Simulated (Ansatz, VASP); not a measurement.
**Two plane-wave programs on Si2B2C**

```
Si B C
1.0
     4.31790    0.00000    0.00000
     0.00000    4.31790    0.00000
     0.00000    0.00000    2.86090
Si B C
2 2 1
Direct
  0.50000 0.00000 0.50000
  0.00000 0.50000 0.50000
  0.00000 0.00000 0.00000
  0.50000 0.50000 0.50000
  0.00000 0.00000 0.50000
```

Alike in both runs: functional PBE; k mesh 10 × 10 × 14; occupations gaussian, width 0.1 eV; no spin polarisation.

Ansatz relaxed the structure, and its values are those at the end. VASP's run is a single point on that final structure, the one shown.

```csv
,VASP,Ansatz
version,VASP 6.6.1,Ansatz 0.2.0
potentials or method,"VASP PAW PBE potentials, release 64 (Si, B, C)","scalar-relativistic, plane waves, PAW"
plane-wave cutoff (eV),520,420
valence electrons in the cell,18,18
```

```tsv
	VASP	Ansatz	Ansatz less VASP
gap on the k mesh at the Fermi level (eV)	none	none	-
pressure (GPa)	0.0	0.0	0.00
```

A gap of «none» marks a metal or a gap that the smearing closes. With one functional, cell and mesh, what is left measures potentials, basis and numerics.
